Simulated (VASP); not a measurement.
# HfB2 (P6/mmm) in VASP: settings compared, part 2 of 2

VASP 6.6.1.

### Step 3. Relaxation of cell and atoms, LDA

This run uses another cell than the first one, of 9.53 Å³/atom, 0.962 times its volume.

INCAR

```
  PREC = Accurate
  ENCUT = 600
  EDIFF = 1E-7
  ISMEAR = 1
  SIGMA = 0.1
  LREAL = False
  LASPH = True
  NELM = 80
  ALGO = Normal
  ISIF = 3
  LWAVE = False
  LCHARG = False
  IBRION = 2
  NSW = 90
  EDIFFG = -0.005
```

KPOINTS

```
regular mesh
0
Gamma
  15 15 11
```

POSCAR

```
HfB2                                    
1.0
    3.1042079747     -0.0000000000     -0.0000000000
   -1.5521039873      2.6883229647      0.0000000000
   -0.0000000000     -0.0000000000      3.4269658526
  Hf              B             
     1     2
Direct
     0.0000000000000000    0.0000000000000000    0.0000000000000000
     0.3333333332999970    0.6666666667000030    0.5000000000000000
     0.6666666667000030    0.3333333332999970    0.5000000000000000
```

Potentials or basis: VASP PAW LDA potentials, release 64 (Hf_pv, B).

Command:

```
> cat potpaw_LDA.64/Hf_pv/POTCAR potpaw_LDA.64/B/POTCAR > POTCAR
> mpirun -np 1 vasp_std > vasp.out
```

It took 60 s on 1 thread of Intel Xeon 6975P-C (Granite Rapids), shared host; peak memory 0.2 GiB.

The run converged. Its results:

- Free energy: -28.9562 eV
- Relaxed volume: 9.54 Å³/atom
- Relaxed cell: a = 3.105 Å, b = 3.105 Å, c = 3.427 Å, α = 90.00°, β = 90.00°, γ = 120.00°
- Space group after relaxing (to 0.05 Å): P6/mmm (No. 191)
- Energy gained by relaxing: 0.0 meV/atom
- Ionic steps: 3
- Pressure after relaxing: 0.0 GPa
- Band gap on the k mesh: none (metal or under the smearing width)

Final structure:
```xyz
3
Lattice="3.1045 0.0000 0.0000 -1.5523 2.6886 0.0000 0.0000 0.0000 3.4272" Properties=species:S:1:pos:R:3 pbc="T T T"
Hf    0.0000    0.0000    0.0000
B     0.0000    1.7924    1.7136
B     1.5523    0.8962    1.7136
```

Levels at points of the mesh, in eV from the Fermi level:
```
           k point  band 5  band 6  band 7  band 8  band 9  band 10  band 11  band 12
(0.00, 0.00, 0.00)   -3.10   -3.01   -3.01   -2.65    4.12     4.12     4.83     4.83
```

Spin-orbit coupling is left out, which matters for the levels of Hf.

### Step 4. Relaxation of cell and atoms, PBE

INCAR

```
  PREC = Accurate
  ENCUT = 600
  EDIFF = 1E-6
  ISMEAR = 1
  SIGMA = 0.1
  LREAL = F
  LASPH = T
  NELM = 80
  ALGO = Normal
  ISIF = 3
  LWAVE = F
  LCHARG = F
  GGA = PE
  IBRION = 2
  NSW = 90
  EDIFFG = -0.01
```

KPOINTS is that of step 3.

POSCAR

```
HfB2
1.0
    3.1400000000      0.0000000000      0.0000000000
   -1.5700000000      2.7193197679      0.0000000000
    0.0000000000      0.0000000000      3.4800000000
Hf B
1 2
Direct
    0.0000000000      0.0000000000      0.0000000000
    0.3333333333      0.6666666667      0.5000000000
    0.6666666667      0.3333333333      0.5000000000
```

Potentials or basis: VASP PAW PBE potentials, release 64 (Hf_pv, B).

Command:

```
> cat potpaw_PBE.64/Hf_pv/POTCAR potpaw_PBE.64/B/POTCAR > POTCAR
> mpirun -np 1 vasp_std > vasp.out
```

Run time: 79 s. Hardware: 1 thread of Intel Xeon Platinum 8488C (Sapphire Rapids), shared host; peak memory 0.23 GiB.

It converged, with:

```yaml
Free_energy: -26.4033 eV
Relaxed_volume: 9.94 Å³/atom
Relaxed_cell: a = 3.144 Å, b = 3.144 Å, c = 3.484 Å, α = 90.00°, β = 90.00°, γ = 120.00°
Space_group_after_relaxing_to_0.05_Å: P6/mmm (No. 191)
Energy_gained_by_relaxing: 0.1 meV/atom
Ionic_steps: 3
Pressure_after_relaxing: 0.0 GPa
Band_gap_on_the_k_mesh: none (metal or under the smearing width)
```

Stress tensor (GPa, compression positive):
```
-0.03  0.00  0.00
 0.00 -0.03  0.00
 0.00  0.00  0.10
```

Step by step:
```tsv
step	energy change (eV)	largest force (eV/Å)	pressure (GPa)	volume (Å³)
1	0.0000	0.0000	0.96	29.71
2	0.0002	0.0000	-1.20	29.97
3	-0.0003	0.0000	0.01	29.82
```

Final structure:
```xyz
3
Lattice="3.1438 0.0000 0.0000 -1.5719 2.7226 0.0000 0.0000 0.0000 3.4844" Properties=species:S:1:pos:R:3 pbc="T T T"
Hf    0.0000    0.0000    0.0000
B     0.0000    1.8151    1.7422
B     1.5719    0.9075    1.7422
```

Levels at points of the mesh, in eV from the Fermi level:
| k point | band 5 | band 6 | band 7 | band 8 | band 9 | band 10 | band 11 | band 12 |
| --- | --- | --- | --- | --- | --- | --- | --- | --- |
| (0.00, 0.00, 0.00) | -3.02 | -2.92 | -2.92 | -2.81 | 3.98 | 3.98 | 4.62 | 4.62 |

Spin-orbit coupling is left out, which matters for the levels of Hf. PBE usually gives volumes a little too large and moduli too small.

### Step 5. Relaxation of cell and atoms, PBE

This run uses another cell than the first one, of 9.94 Å³/atom, 1.004 times its volume.

INCAR, as its differences from that of step 4:

```diff
@@ -2,3 +2,3 @@
   ENCUT = 600
-  EDIFF = 1E-6
+  EDIFF = 1E-7
   ISMEAR = 1
@@ -15,2 +15,2 @@
   NSW = 90
-  EDIFFG = -0.01
+  EDIFFG = -0.005
```

KPOINTS is that of step 4.

POSCAR

```
HfB2                                    
1.0
    3.1438211031      0.0000000000      0.0000000000
   -1.5719105515      2.7226289402     -0.0000000000
    0.0000000000      0.0000000000      3.4844287590
  Hf              B             
     1     2
Direct
     0.0000000000000000    0.0000000000000000    0.0000000000000000
     0.3333333332999970    0.6666666667000030    0.5000000000000000
     0.6666666667000030    0.3333333332999970    0.5000000000000000
```

Command:

```
> cat potpaw_PBE.64/Hf_pv/POTCAR potpaw_PBE.64/B/POTCAR > POTCAR
> mpirun -np 1 vasp_std > vasp.out
```

Wall time 58 s (1 thread of Intel Xeon Platinum 8488C (Sapphire Rapids), shared host); peak memory 0.22 GiB.

It converged, with:

```
Free energy               : -26.4034 eV
Energy gained by relaxing : 0.0 meV/atom
Ionic steps               : 2
Pressure after relaxing   : 0.0 GPa
Band gap on the k mesh    : none (metal or under the smearing width)
```

Final structure:
```
Hf B
1.0
     3.14350    0.00000    0.00000
    -1.57175    2.72235    0.00000
     0.00000    0.00000    3.48546
Hf B
1 2
Cartesian
  0.0000 0.0000 3.4855
  0.0000 1.8149 1.7427
  1.5717 0.9075 1.7427
```

Levels at points of the mesh, in eV from the Fermi level:
```tsv
k point	band 6	band 7	band 8	band 9	band 10	band 11
(0.00, 0.00, 0.00)	-2.91	-2.91	-2.81	3.98	3.98	4.61
```

Spin-orbit coupling is left out, which matters for the levels of Hf.

### Step 6. Relaxation of cell and atoms, PBEsol

INCAR

```
PREC = Accurate
ENCUT = 600
EDIFF = 1E-6
ISMEAR = 1
SIGMA = 0.1
LREAL = False
LASPH = True
NELM = 80
ALGO = Normal
ISIF = 3
LWAVE = False
LCHARG = False
GGA = PS
IBRION = 2
NSW = 90
EDIFFG = -0.01
```

KPOINTS is that of step 5.

POSCAR

```
HfB2
1.0
    3.1400000000      0.0000000000      0.0000000000
   -1.5700000000      2.7193197679      0.0000000000
    0.0000000000      0.0000000000      3.4800000000
Hf B
1 2
Direct
    0.0000000000      0.0000000000      0.0000000000
    0.3333333333      0.6666666667      0.5000000000
    0.6666666667      0.3333333333      0.5000000000
```

Potentials or basis: VASP PAW PBE potentials, release 64 (Hf_pv, B).

Command:

```
> cat potpaw_PBE.64/Hf_pv/POTCAR potpaw_PBE.64/B/POTCAR > POTCAR
> mpirun -np 1 vasp_std > vasp.out
```

Wall time 2 min (1 thread of Intel Xeon Platinum 8488C (Sapphire Rapids), shared host); peak memory 0.23 GiB.

It converged, with:

```
Free energy                            : -27.8683 eV
Relaxed volume                         : 9.73 Å³/atom
Relaxed cell                           : a = 3.127 Å, b = 3.127 Å, c = 3.447 Å, α = 90.00°, β = 90.00°, γ = 120.00°
Space group after relaxing (to 0.05 Å) : P6/mmm (No. 191)
Energy gained by relaxing              : 2.7 meV/atom
Ionic steps                            : 5
Pressure after relaxing                : 0.1 GPa
Band gap on the k mesh                 : none (metal or under the smearing width)
```

Step by step:
| step | energy change (eV) | largest force (eV/Å) | pressure (GPa) | volume (Å³) |
| --- | --- | --- | --- | --- |
| 1 | 0.0000 | 0.0000 | -4.50 | 29.71 |
| 2 | 0.0047 | 0.0000 | 6.33 | 28.53 |
| 3 | -0.0077 | 0.0000 | 0.05 | 29.19 |
| 4 | -0.0077 | 0.0000 | 0.16 | 29.18 |
| 5 | -0.0080 | 0.0000 | 0.09 | 29.18 |

Final structure:
```
CELL_PARAMETERS angstrom
3.12651 0.00000 0.00000
-1.56325 2.70763 0.00000
0.00000 0.00000 3.44667
ATOMIC_POSITIONS crystal
Hf 0.00000 0.00000 0.00000
B 0.33333 0.66667 0.50000
B 0.66667 0.33333 0.50000
```

Levels at points of the mesh, in eV from the Fermi level:
```tsv
k point	band 4	band 5	band 6	band 7	band 8	band 9	band 10	band 11	band 12
(0.00, 0.00, 0.00)	-13.84	-3.08	-2.98	-2.98	-2.71	4.06	4.06	4.79	4.79
```

Caveat: the PAW data sets were made with another functional, which shifts forces and pressure a little. The run has no spin-orbit coupling, so splittings on Hf are missing.

### Step 7. Relaxation of cell and atoms, PBEsol

This run uses another cell than the first one, of 9.73 Å³/atom, 0.982 times its volume.

INCAR, as its differences from that of step 6:

```diff
@@ -2,3 +2,3 @@
 ENCUT = 600
-EDIFF = 1E-6
+EDIFF = 1E-7
 ISMEAR = 1
@@ -15,2 +15,2 @@
 NSW = 90
-EDIFFG = -0.01
+EDIFFG = -0.005
```

KPOINTS is that of step 6.

POSCAR

```
HfB2                                    
1.0
    3.1265063443     -0.0000000000     -0.0000000000
   -1.5632531721      2.7076339193      0.0000000000
   -0.0000000000      0.0000000000      3.4466684840
  Hf              B             
     1     2
Direct
     0.0000000000000000    1.0000000000000000    0.0000000000000000
     0.3333333332999970    0.6666666667000030    0.5000000000000000
     0.6666666667000030    0.3333333332999970    0.5000000000000000
```

Command:

```
> cat potpaw_PBE.64/Hf_pv/POTCAR potpaw_PBE.64/B/POTCAR > POTCAR
> mpirun -np 1 vasp_std > vasp.out
```

Run time: 78 s. Hardware: 1 thread of Intel Xeon Platinum 8488C (Sapphire Rapids), shared host; peak memory 0.23 GiB.

Results (log left out):

| Quantity | Value |
| --- | --- |
| Free energy | -27.8681 eV |
| Relaxed volume | 9.73 Å³/atom |
| Relaxed cell | a = 3.127 Å, b = 3.127 Å, c = 3.447 Å, α = 90.00°, β = 90.00°, γ = 120.00° |
| Space group after relaxing (to 0.05 Å) | P6/mmm (No. 191) |
| Energy gained by relaxing | 0.0 meV/atom |
| Ionic steps | 3 |
| Pressure after relaxing | 0.0 GPa |
| Band gap on the k mesh | none (metal or under the smearing width) |

Final structure:
```cif
data_structure
_symmetry_space_group_name_H-M 'P 1'
_symmetry_Int_Tables_number 1
_cell_length_a 3.1268
_cell_length_b 3.1268
_cell_length_c 3.4471
_cell_angle_alpha 90.000
_cell_angle_beta 90.000
_cell_angle_gamma 120.000
_cell_volume 29.19
loop_
_atom_site_label
_atom_site_type_symbol
_atom_site_fract_x
_atom_site_fract_y
_atom_site_fract_z
_atom_site_occupancy
Hf1 Hf 0.00000 0.00000 0.00000 1
B1 B 0.33333 0.66667 0.50000 1
B2 B 0.66667 0.33333 0.50000 1
```

Levels at points of the mesh, in eV from the Fermi level:
```csv
k point,band 5,band 6,band 7,band 8,band 9,band 10,band 11,band 12
"(0.00, 0.00, 0.00)",-3.08,-2.98,-2.98,-2.71,4.06,4.06,4.79,4.79
```

Caveat: the PAW data sets were made with another functional, which shifts forces and pressure a little. The run has no spin-orbit coupling, so splittings on Hf are missing.

### Step 8. Overview

| level | potentials or basis | gap on the mesh (eV) | pressure (GPa) | relaxed volume (Å³/atom) |
| --- | --- | --- | --- | --- |
| LDA | VASP PAW LDA potentials, release 64 (Hf_pv, B) | none | 0.0 | 9.54 |
| PBE | VASP PAW PBE potentials, release 64 (Hf_pv, B) | none | 0.0 | 9.94 |
| PBEsol | VASP PAW PBE potentials, release 64 (Hf_pv, B) | none | 0.0 | 9.73 |

Alike in all rows: task relaxation of cell and atoms; no spin polarisation; cell relaxed; k mesh 15 × 15 × 11; cutoff (eV) 600; smearing methfessel-paxton 0.1 eV.

Caveats: the PAW data sets were made with another functional, which shifts forces and pressure a little (some runs).

Total energies depend on the potentials used, so only differences within one code and one set of settings carry meaning.
